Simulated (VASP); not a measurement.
## MgO (Periclase) with PBEsol + D3(BJ): from relaxation to properties

What structure and properties does PBEsol + D3(BJ) give MgO (Periclase), and how near are they to the measured ones? The steps: full relaxation (PBEsol + D3(BJ)), second relaxation, density, ELF and potential (PBEsol + D3(BJ)), bands along the symmetry lines (PBEsol + D3(BJ)), total and projected DOS (PBEsol + D3(BJ)), zone-centre phonons (PBEsol + D3(BJ)) and response to an electric field (PBEsol + D3(BJ)). The start is a cell from a database of measured crystal structures.

Main program and level: VASP 6.6.1; PBEsol with D3(BJ); plane waves and PAW (Mg, O).

**What experiment says.**

For MgO, rocksalt (polycrystalline end member, 300 K), “Disentangling orbital and spin exchange interactions for Co2+ on a rocksalt lattice” (2018, arxiv:1807.05012) gives, by powder X-ray diffraction: lattice constant a (cubic cell parameter) 4.2118 ± 0.0001 Å [room-temperature value].

For MgO, rocksalt (bulk crystal), “Electronic structure of alkaline earth and post-transition metal oxides” (2009, arxiv:0908.1581) quotes earlier work: band gap (literature experimental gap) 7.83 eV [Literature value based on experiment; other listed experimental values range from 7.7 to …].

For MgO, rocksalt (wedged single crystal slab, 295 K), “Infrared Optical Properties of Ferropericlase (Mg1-xFexO): Experiment and Theory” (2007, arxiv:0704.2267) gives, by infrared reflectance, oscillator fit: infrared mode (TO phonon at Gamma (T1u)) 396.5 cm⁻¹.

Report form: the programs' logs are mostly left out.

The database entry behind the starting cell differs from later determinations by our own check (about 0.1 % long), so it need not match the best structure at ambient conditions.

### Step 1. Set-up

Before any relaxation, the start is as follows. It takes space group Fm-3m (No. 225, cubic). The conventional cell has a = 4.217 Å, b = 4.217 Å, c = 4.217 Å, α = 90.00°, β = 90.00°, γ = 90.00°. Mg has 6 O at 2.11 Å nearest. Nearest to O lie 6 Mg at 2.11 Å. Farther neighbours and most contacts between anions are not listed.

### Step 2. Full relaxation (PBEsol + D3(BJ))

The start need not lie at this functional's minimum. ISIF = 3 frees volume, shape and positions, and EDIFFG sets the threshold on forces and stress at which the search stops. PBEsol restores the gradient expansion of exchange and is tuned for the cells of solids. A dispersion term adds the long-range attraction that semilocal functionals lack. D3 with Becke-Johnson damping keeps a finite attraction at short range.

File INCAR:

```
SYSTEM = MgO
PREC = Accurate
ENCUT = 520
EDIFF = 1E-06
NELM = 100
ISMEAR = 0
SIGMA = 0.05
LREAL = .FALSE.
ALGO = Normal
GGA = PS
IVDW = 12
NBANDS = 10
LORBIT = 11
LWAVE = .FALSE.
LCHARG = .FALSE.
KPAR = 2
IBRION = 2
NSW = 60
ISIF = 3
EDIFFG = -0.01
```

File POSCAR:

```
MgO
1.0
    0.0000000000      2.1085000000      2.1085000000
    2.1085000000      0.0000000000      2.1085000000
    2.1085000000      2.1085000000      0.0000000000
Mg O
1 1
Direct
    0.0000000000      0.0000000000      0.0000000000
    0.5000000000      0.5000000000      0.5000000000
```

File KPOINTS:

```
Automatic mesh
0
Gamma
11 11 11
0 0 0
```

The projector-augmented-wave data sets are Mg and O (PBE family, release 64).

Command:

```sh
$ mpirun -np 2 vasp_std
```

Elapsed: 29 s, on 2 MPI ranks of AMD EPYC 7R43, shared host; peak memory 0.26 GiB; 54 s of CPU time.

The gap is read on the k-mesh alone, so it is an upper bound where the band edges lie off the mesh. The PAW data sets were made with PBE, which is usual practice but a small mismatch for other functionals. The run keeps the 48 symmetry operations of its start, so it cannot find a distortion of lower symmetry.

The steps of the relaxation:

| step | energy less that of the first step (eV) | largest force (eV/Å) | pressure (GPa) | volume (Å³) |
| --- | --- | --- | --- | --- |
| 1 | 0.0000 | 0.0000 | -5.19 | 18.75 |
| 2 | -0.0086 | 0.0000 | 2.06 | 17.94 |
| 3 | -0.0099 | 0.0000 | 0.01 | 18.15 |

| conventional cell, symmetrised | before | after | change |
| --- | --- | --- | --- |
| a (Å) | 4.217 | 4.172 | -1.1 % |
| b (Å) | 4.217 | 4.172 | -1.1 % |
| c (Å) | 4.217 | 4.172 | -1.1 % |
| volume (Å³/atom) | 9.37 | 9.07 | -3.2 % |

Final coordinates:

```xyz
2
Lattice="0.0000 2.0858 2.0858 2.0858 0.0000 2.0858 2.0858 2.0858 0.0000" Properties=species:S:1:pos:R:3 pbc="T T T"
Mg    0.0000    0.0000    0.0000
O     2.0858    2.0858    2.0858
```

This step gave:

* electrons: 8
* bands: 10
* irreducible k-points: 56
* symmetry operations: 48
* free energy (TOTEN): -13.02 eV
* Fermi energy: 3.582 eV
* pressure: 0.005478 GPa
* metallic: no
* valence top at k: 0, 0, 0
* conduction bottom at k: 0, 0, 0
* least direct gap at k: 0, 0, 0
* SCF cycles over all ionic steps: 24
* gap on the k-mesh: 4.919 eV
* least direct gap on the k-mesh: 4.919 eV

It ends with forces that vanish by symmetry and a pressure of 0.01 GPa. The volume lies -3.2 % from that of the database's start, which holds the thermal and zero-point expansion of its experiment.

### Step 3. Second relaxation

A relaxation keeps the plane waves of the cell it began with, so it is repeated from the new cell, on a basis made for it.

INCAR is that of step 2.

File POSCAR:

```
MgO
1.0
    0.0000000000      2.0858163861      2.0858163861
    2.0858163861      0.0000000000      2.0858163861
    2.0858163861      2.0858163861      0.0000000000
Mg O
1 1
Direct
    0.0000000000      0.0000000000      0.0000000000
    0.5000000000      0.5000000000      0.5000000000
```

KPOINTS is that of step 2.

Command:

```sh
$ mpirun -np 2 vasp_std
```

Elapsed: 11 s, on 2 MPI ranks; peak memory 0.24 GiB; 20 s of CPU time.

Little changed from the start: no atom moved by 0.005 Å and no cell edge by 0.1 %.

This step gave:

```yaml
fermi_energy: 3.583 eV
pressure: 0.006551 GPa
scf_cycles_over_all_ionic_steps: 12
```

It ends with forces that vanish by symmetry and a pressure of 0.01 GPa. The volume moved by under 0.01 %: the run met its threshold at the first step.

### Step 4. Density, ELF and potential (PBEsol + D3(BJ))

A single point on the relaxed cell gives a clean self-consistent state, with density, ELF and potential written out.

Changes to INCAR since step 3:

```diff
@@ -14,7 +14,5 @@
 LWAVE = .FALSE.
-LCHARG = .FALSE.
-KPAR = 2
-IBRION = 2
-NSW = 60
-ISIF = 3
-EDIFFG = -0.01
+LCHARG = .TRUE.
+ISIF = 2
+LELF = .TRUE.
+LVHAR = .TRUE.
```

POSCAR is that of step 3.

KPOINTS is that of step 3.

Command:

```sh
$ mpirun -np 2 vasp_std
```

Elapsed: 17 s, on 2 MPI ranks; peak memory 0.21 GiB.

This step gave:

| Item | Value |
| --- | --- |
| SCF cycles | 12 |

Valence electrons inside each PAW sphere by angular momentum. Sphere charges, by row:

| atom | s (e) | p (e) | d (e) | tot (e) |
| --- | --- | --- | --- | --- |
| Mg1 | 0.154 | 0.191 | 0.086 | 0.431 |
| O2 | 1.538 | 3.558 | 0 | 5.096 |

ELF in the ac plane of the conventional cell at fractional y = 0.000, with atoms of Mg and O within 0.2 Å of it. It is the smooth field of the valence electrons, not physical close to the nuclei.

Ten even steps from '0' (0.00) to '9' (0.81), each cell a mean:
```
00169987998400
00137999985200
43114799862124
87421366521258
99741112102689
89973000015899
58984000026997
79984000016998
99852000013799
98621244311479
65212588742136
21026899974111
00158998997300
00269975898400
```
Columns run along a (4.2 Å), rows up along c (4.2 Å), edges of the conventional cell, whose origin can differ from the input's. Atoms in or near the plane, at fractional coordinates: Mg at (0.00, 0.00), Mg at (0.50, 0.50), O at (0.50, 0.00), O at (0.00, 0.50).

Electrostatic potential energy in the ac plane of the conventional cell at fractional y = 0.000, with atoms of Mg and O within 0.2 Å of it. With pseudopotentials it is smooth inside the atoms' cores, unlike the true potential.

Ten even steps from '0' (-50 eV) to '9' (2 eV), each cell a mean:
```
55789500189865
66899954799876
78999999999988
99999988999999
79999876789998
14998655679971
01797654568940
01898655578950
47998766689995
99999887899999
89999999999998
67899987999987
56799711499865
45689400179765
```
Columns run along a (4.2 Å; values clipped at the 3rd and 97th percentile), rows up along c (4.2 Å), edges of the conventional cell, whose origin can differ from the input's. Atoms in or near the plane, at fractional coordinates: Mg at (0.00, 0.00), Mg at (0.50, 0.50), O at (0.50, 0.00), O at (0.00, 0.50).

Valence density in the ac plane of the conventional cell at fractional y = 0.000, with atoms of Mg and O within 0.2 Å of it. It is the smooth field of the valence electrons, not physical close to the nuclei.

Values in e/Å³, 14 rows by 14 columns, each cell a mean:
```
0.0 0.0 0.1 0.2 0.7 2.2 5.3 6.3 3.8 1.3 0.4 0.2 0.1 0.0
0.1 0.1 0.1 0.2 0.4 1.1 2.2 2.7 1.7 0.7 0.3 0.1 0.1 0.1
0.2 0.1 0.1 0.1 0.2 0.4 0.7 0.8 0.6 0.3 0.2 0.1 0.1 0.2
0.5 0.4 0.2 0.1 0.1 0.2 0.2 0.3 0.2 0.2 0.1 0.2 0.3 0.4
1.6 1.0 0.5 0.2 0.1 0.1 0.1 0.1 0.1 0.1 0.2 0.3 0.7 1.3
4.6 2.8 1.0 0.4 0.1 0.1 0.0 0.0 0.0 0.1 0.2 0.6 1.7 3.8
7.5 4.6 1.6 0.5 0.2 0.1 0.0 0.0 0.0 0.1 0.3 0.8 2.7 6.3
6.3 3.8 1.3 0.4 0.2 0.1 0.0 0.0 0.0 0.1 0.2 0.7 2.2 5.3
2.7 1.7 0.7 0.3 0.1 0.1 0.1 0.1 0.1 0.1 0.2 0.4 1.1 2.2
0.8 0.6 0.3 0.2 0.1 0.1 0.2 0.2 0.1 0.1 0.1 0.2 0.4 0.7
0.3 0.2 0.2 0.1 0.2 0.3 0.4 0.5 0.4 0.2 0.1 0.1 0.2 0.2
0.1 0.1 0.1 0.2 0.3 0.7 1.3 1.6 1.0 0.5 0.2 0.1 0.1 0.1
0.0 0.0 0.1 0.2 0.6 1.7 3.8 4.6 2.8 1.0 0.4 0.1 0.1 0.0
0.0 0.0 0.1 0.3 0.8 2.7 6.3 7.5 4.6 1.6 0.5 0.2 0.1 0.0
```
Columns run along a (4.2 Å), rows up along c (4.2 Å), edges of the conventional cell, whose origin can differ from the input's. Atoms in or near the plane, at fractional coordinates: Mg at (0.00, 0.00), Mg at (0.50, 0.50), O at (0.50, 0.00), O at (0.00, 0.50).

In this run the pressure is 0.01 GPa, small enough to go on.

### Step 5. Bands along the symmetry lines (PBEsol + D3(BJ))

Levels along the symmetry lines show where the bands peak and cross; KPOINTS_OPT computes them in the converged potential.

File INCAR:

```
SYSTEM = MgO
PREC = Accurate
ENCUT = 520
EDIFF = 1E-06
NELM = 100
ISMEAR = 0
SIGMA = 0.05
LREAL = .FALSE.
ALGO = Normal
GGA = PS
IVDW = 12
NBANDS = 16
LORBIT = 11
LWAVE = .FALSE.
LCHARG = .FALSE.
KPAR = 2
```

POSCAR is that of step 4.

KPOINTS is that of step 4.

File KPOINTS_OPT:

```
Line mode
16
Line-mode
Reciprocal
  0.00000000   0.00000000   0.00000000 GAMMA
  0.50000000   0.00000000   0.50000000 X

  0.50000000   0.00000000   0.50000000 X
  0.50000000   0.25000000   0.75000000 W

  0.50000000   0.25000000   0.75000000 W
  0.37500000   0.37500000   0.75000000 K

  0.37500000   0.37500000   0.75000000 K
  0.00000000   0.00000000   0.00000000 GAMMA

  0.00000000   0.00000000   0.00000000 GAMMA
  0.50000000   0.50000000   0.50000000 L

  0.50000000   0.50000000   0.50000000 L
  0.62500000   0.25000000   0.62500000 U

  0.62500000   0.25000000   0.62500000 U
  0.50000000   0.25000000   0.75000000 W

  0.50000000   0.25000000   0.75000000 W
  0.50000000   0.50000000   0.50000000 L

  0.50000000   0.50000000   0.50000000 L
  0.37500000   0.37500000   0.75000000 K

  0.62500000   0.25000000   0.62500000 U
  0.50000000   0.00000000   0.50000000 X
```

Command:

```sh
$ mpirun -np 2 vasp_std
```

The job ended after 50 s (2 MPI ranks; peak memory 0.27 GiB; 97 s of CPU time).

Numbers from this step:

| Property | Result |
| --- | --- |
| bands | 16 |
| Fermi energy | 3.621 eV |
| pressure | 0.004124 GPa |
| least gap on mesh and path | 4.919 eV |
| least direct gap on mesh and path | 4.919 eV |

The electronic bands at the labelled points (eV, zero at the valence-band top; v1 is the highest filled band, c1 the lowest empty one):

| point | v3 | v2 | v1 | c1 | c2 |
| --- | --- | --- | --- | --- | --- |
| Γ | 0.00 | 0.00 | 0.00 | 4.92 | 15.79 |
| 0.53 of the way | -2.92 | -0.84 | -0.84 | 8.56 | 10.77 |
| X | -4.27 | -1.41 | -1.41 | 8.95 | 10.19 |
| 0.53 of the way | -3.92 | -2.06 | -1.66 | 10.02 | 11.20 |
| W | -3.10 | -3.10 | -1.85 | 11.69 | 11.69 |
| 0.47 of the way | -3.49 | -2.83 | -1.56 | 10.73 | 12.20 |
| K | -3.66 | -2.83 | -1.20 | 10.06 | 12.02 |
| 0.53 of the way | -2.85 | -1.09 | -0.37 | 8.07 | 12.09 |
| Γ | 0.00 | 0.00 | 0.00 | 4.92 | 15.79 |
| 0.47 of the way | -2.52 | -0.33 | -0.33 | 7.10 | 12.71 |
| L | -4.81 | -0.70 | -0.70 | 7.93 | 12.83 |
| 0.53 of the way | -4.26 | -1.94 | -0.92 | 9.46 | 12.43 |
| U | -3.66 | -2.83 | -1.20 | 10.06 | 12.02 |
| 0.53 of the way | -3.49 | -2.83 | -1.56 | 10.73 | 12.20 |
| W | -3.10 | -3.10 | -1.85 | 11.69 | 11.69 |
| 0.47 of the way | -4.09 | -2.15 | -1.09 | 9.92 | 12.29 |
| L | -4.81 | -0.70 | -0.70 | 7.93 | 12.83 |
| 0.53 of the way | -4.26 | -1.94 | -0.92 | 9.46 | 12.43 |
| K | -3.66 | -2.83 | -1.20 | 10.06 | 12.02 |
| jump to U | -3.66 | -2.83 | -1.20 | 10.06 | 12.02 |
| 0.53 of the way | -4.13 | -1.83 | -1.36 | 9.34 | 10.64 |
| X | -4.27 | -1.41 | -1.41 | 8.95 | 10.19 |

The largest weight of each band there:

| point | v3 | v2 | v1 | c1 | c2 |
| --- | --- | --- | --- | --- | --- |
| Γ | O 0.98 | O 0.98 | O 0.98 | O 0.53 | Mg 1.00 |
| X | O 0.83 | O 0.93 | O 0.93 | Mg 1.00 | Mg 0.90 |
| W | O 0.87 | O 0.87 | O 0.89 | O 0.68 | O 0.68 |
| K | O 0.85 | O 0.86 | O 0.94 | Mg 0.66 | Mg 0.68 |
| Γ | O 0.98 | O 0.98 | O 0.98 | O 0.53 | Mg 1.00 |
| L | O 0.78 | O 0.95 | O 0.95 | Mg 0.61 | O 0.73 |

The path finds the gap of the mesh within 0.02 eV, so the mesh comes close to both band edges.

### Step 6. Total and projected DOS (PBEsol + D3(BJ))

Here the states are counted by energy and projected on the atoms. The mesh is finer than in the run before.

Changes to INCAR since step 5:

```diff
@@ -5,3 +5,3 @@
 NELM = 100
-ISMEAR = 0
+ISMEAR = -5
 SIGMA = 0.05
@@ -16 +16,2 @@
 KPAR = 2
+NEDOS = 2001
```

POSCAR is that of step 5.

File KPOINTS:

```
Automatic mesh
0
Gamma
16 16 16
0 0 0
```

Command:

```sh
$ mpirun -np 2 vasp_std
```

The job ended after 38 s (2 MPI ranks; peak memory 0.3 GiB; 74 s of CPU time).

Numbers from this step:

| Item | Value |
| --- | --- |
| irreducible k-points | 145 |
| Fermi energy | 3.303 eV |
| pressure | 0.003974 GPa |

The density of states has structure finer than the step of the table below, so its rows give means over 1 eV, whole bins alone (the curve runs from -12.0 to 12.8 eV). Peaks (eV: height): total -3.9: 2.43, -0.7: 2.82, 9.7: 0.950, 12.2: 1.53; O p -3.9: 1.14, -0.7: 1.97, 12.2: 0.477; Mg p -3.9: 0.102, -1.4: 0.0768, 9.8: 0.0691, 11.9: 0.0592; Mg s -3.8: 0.121, 11.9: 0.102, 12.7: 0.191; O s -3.7: 0.0278, 8.1: 0.0566.

States under -12.0 eV and over 12.8 eV are left out. Table of density of states by energy, zero at the valence-band top; means over each step; values in states/eV/cell:

| energy (eV) | total | O p | Mg p | Mg s | O s |
| --- | --- | --- | --- | --- | --- |
| -6 | 0 | 0 | 0 | 0 | 0 |
| -5 | 0.0709 | 0.0310 | 3.7e-4 | 0.00708 | 2.1e-4 |
| -4 | 1.38 | 0.643 | 0.0480 | 0.0758 | 0.0136 |
| -3 | 0.673 | 0.344 | 0.0228 | 0.0267 | 0.0119 |
| -2 | 1.07 | 0.632 | 0.0409 | 0.0148 | 0.00666 |
| -1 | 2.41 | 1.63 | 0.0502 | 0.00879 | 0.00272 |
| 0 | 0.388 | 0.282 | 0.00536 | 1.3e-4 | 1.6e-4 |
| 1 | 0 | 0 | 0 | 0 | 0 |
| 2 | 0 | 0 | 0 | 0 | 0 |
| 3 | 0 | 0 | 0 | 0 | 0 |
| 4 | 0 | 0 | 0 | 0 | 0 |
| 5 | 0.00762 | 4.7e-4 | 6.5e-5 | 0.00167 | 0.00186 |
| 6 | 0.0473 | 0.00605 | 0.00103 | 0.00897 | 0.00998 |
| 7 | 0.111 | 0.0194 | 0.00475 | 0.0174 | 0.0196 |
| 8 | 0.332 | 0.0464 | 0.0334 | 0.0285 | 0.0447 |
| 9 | 0.538 | 0.0790 | 0.0515 | 0.0325 | 0.0497 |
| 10 | 0.874 | 0.119 | 0.0624 | 0.0540 | 0.0422 |
| 11 | 0.629 | 0.108 | 0.0234 | 0.0692 | 0.0149 |
| 12 | 1.23 | 0.338 | 0.0424 | 0.0930 | 0.00540 |

The gap on this mesh is 4.92 eV. In the top eV of the valence band the largest shares in the PAW spheres are O p 70 %; in the lowest eV of the conduction band, O s 23 %, Mg s 21 % and O p 9 %. The rest lies in smaller channels or between the spheres.

### Step 7. Zone-centre phonons (PBEsol + D3(BJ))

Zone-centre modes test whether the atoms sit at a minimum within this cell. IBRION = 6 takes the force constants from differences of forces between displaced cells, so the forces must be tight.

File INCAR:

```
SYSTEM = MgO
PREC = Accurate
ENCUT = 520
EDIFF = 1E-08
NELM = 100
ISMEAR = 0
SIGMA = 0.05
LREAL = .FALSE.
ALGO = Normal
GGA = PS
IVDW = 12
NBANDS = 10
LORBIT = 11
LWAVE = .FALSE.
LCHARG = .FALSE.
KPAR = 2
IBRION = 6
NFREE = 2
POTIM = 0.015
ISIF = 2
NSW = 1
```

POSCAR is that of step 6.

File KPOINTS:

```
Automatic mesh
0
Gamma
11 11 11
0 0 0
```

Command:

```sh
$ mpirun -np 2 vasp_std
```

It took 73 s on 2 MPI ranks; peak memory 0.3 GiB; 2.4 min of CPU time.

The last energy, forces, stress and levels in OUTCAR belong to the last displaced cell, not to the cell of POSCAR.

This step gave:

```yaml
bands: 10
irreducible_k_points: 56
pressure_of_the_cell: 0.01174 GPa
largest_force_of_the_cell: 0 eV/Å
```

Transverse limit, no LO-TO splitting. Modes at Γ, with each element's share of the kinetic energy:

| mode | frequency (cm⁻¹) | symmetry | Mg % | O % |
| --- | --- | --- | --- | --- |
| 1 | 0.0 | acoustic | 60 | 40 |
| 2 | 0.0 | acoustic | 60 | 40 |
| 3 | 0.0 | acoustic | 60 | 40 |
| 4 | 418.7 | T1u | 40 | 60 |
| 5 | 418.7 | T1u | 40 | 60 |
| 6 | 418.7 | T1u | 40 | 60 |

Displacements in mode 6 (418.7 cm⁻¹), the largest set to 1:
```
Mg1 -0.01 -0.21 -0.66
O2   0.01  0.32  1.00
```

The three acoustic modes come out at zero, and all others are real. By the characters of their eigenvectors the optical modes sort into (cm⁻¹) infrared active: T1u 419.

### Step 8. Response to an electric field (PBEsol + D3(BJ))

The response to a static field gives the electronic dielectric tensor and the Born charges. It needs tightly converged orbitals, hence the small EDIFF.

Changes to INCAR since step 7:

```diff
@@ -6,3 +6,3 @@
 ISMEAR = 0
-SIGMA = 0.05
+SIGMA = 0.01
 LREAL = .FALSE.
@@ -16,6 +16,2 @@
 KPAR = 2
-IBRION = 6
-NFREE = 2
-POTIM = 0.015
-ISIF = 2
-NSW = 1
+LEPSILON = .TRUE.
```

POSCAR is that of step 7.

File KPOINTS:

```
Automatic mesh
0
Gamma
14 14 14
0 0 0
```

Command:

```sh
$ mpirun -np 2 vasp_std
```

Elapsed: 4.4 min, on 2 MPI ranks; peak memory 0.47 GiB.

Energies printed during the response cycles are not total energies of the cell.

This step gave:

| Property | Result |
| --- | --- |
| irreducible k-points | 104 |
| Fermi energy | 3.429 eV |
| pressure | 0.01232 GPa |

Electronic dielectric tensor with local fields:

```
3.13 0.00 0.00
0.00 3.13 0.00
0.00 0.00 3.13
```

Born effective charge (e), principal values of the symmetric part by kind of site:

| atom | atoms with these values | low | middle | high | mean |
| --- | --- | --- | --- | --- | --- |
| Mg1 | 1 | 1.95 | 1.95 | 1.95 | 1.95 |
| O2 | 1 | -1.95 | -1.95 | -1.95 | -1.95 |

In full for O2:

```
-1.95  0.00  0.00
 0.00 -1.95  0.00
 0.00  0.00 -1.95
```

The Born charges sum to zero; the printed set may have that rule imposed, so this is no test. Born charges and mode vectors give each infrared mode its dipole; summed over the modes, dipole squared over frequency squared adds 6.12 to the electronic 3.13, for a mean static constant of 9.25. With one infrared mode the Lyddane-Sachs-Teller relation, LO/TO = (ε0/ε∞)^½, puts the longitudinal line at 720 cm⁻¹. The mean Born charge of O, -1.95 e, lies near its nominal -2, though a dynamic charge doesn't by itself measure how ionic a bond is.

### Step 9. Results

```json
{"relaxed volume": "9.075 Å³/atom", "relaxed conventional cell a, b, c": "4.172, 4.172, 4.172 Å", "space group after relaxing, within 0.02 Å": "Fm-3m (No. 225)", "band gap": "4.92 eV, direct", "gap on the dense mesh": "4.92 eV", "highest zone-centre mode": "419 cm⁻¹", "static dielectric constant from modes and Born charges, mean": "9.25", "LO mode by the Lyddane-Sachs-Teller relation": "720 cm⁻¹", "electronic dielectric constant, mean": "3.13"}
```

In words: With PBEsol + D3(BJ), MgO (Periclase) relaxes to 9.075 Å³/atom in space group Fm-3m (held by the symmetry of the run) and has a direct gap of 4.92 eV. Against the listed cell the volume lies -3.2 %. Bands along the symmetry lines (PBEsol + D3(BJ)): The path shows a direct gap of 4.92 eV (valence top at Γ, conduction bottom at Γ). Zone-centre phonons (PBEsol + D3(BJ)): The highest mode at Γ, 418.7 cm⁻¹, has its largest share on O (60 % of the kinetic energy). Response to an electric field (PBEsol + D3(BJ)): The electronic dielectric tensor with local fields is isotropic, 3.13. Response to an electric field (PBEsol + D3(BJ)): Mean Born effective charge: Mg1 1.95, O2 -1.95 e. The gaps belong to a cell whose volume lies -3.2 % from the listed one, and gaps move with volume, which bears on their distance from experiment. Semilocal functionals usually underestimate gaps. Modes at Γ alone can't show that the crystal is stable at other wave vectors, and the LO-TO splitting is not included. No search among competing phases was made, and a listed structure need not be the one stable at ambient conditions. All values are for a static lattice at zero temperature.

Comparison with the measured values:

| quantity | measured | PBEsol with D3(BJ) |
| --- | --- | --- |
| lattice constant a (Å) | 4.2118 | 4.172 (-1.0 %) |
| band gap (least gap) (eV) | 7.83 | 4.92 (-2.91 eV) |
| infrared mode, TO phonon at Gamma (T1u) (cm⁻¹) | 396.5 | 419 (+5.6 %) |

Measured values from arxiv:1807.05012 (2018), arxiv:0908.1581 (2009) and arxiv:0704.2267 (2007).

**Verdict.** The lattice constant a is off by -1.0 %: fair agreement. The band gap is off by -2.91 eV: a clear miss. Local and semilocal functionals usually give gaps below the measured ones. Zero-point and thermal motion shift the measured gap. The infrared mode is off by +5.6 %: fair agreement. The grades are ours: good and fair within 0.7 and 1.5 % for the lattice constant a and 3 and 7 % for the infrared mode. For lattice constants and infrared mode the calculation has a static lattice, without zero-point motion or thermal expansion (measured at up to 300 K).

[Lines on the potential files, build, host, timing and source positions are cut from VASP's logs without a mark.]

[Logs are printed without paths, hosts, clocks, repeated set-up lines and the standing remarks that a program may print on its own settings, such as how far it seeks lower states.]

[Hosts, paths, dates, database ids (printed as entryN), source tags and the programs' standing remarks are cut or masked in the printed files.]

[Measured values are set beside computed ones only where the two were judged alike; some that the calculation misses by far are left out.]
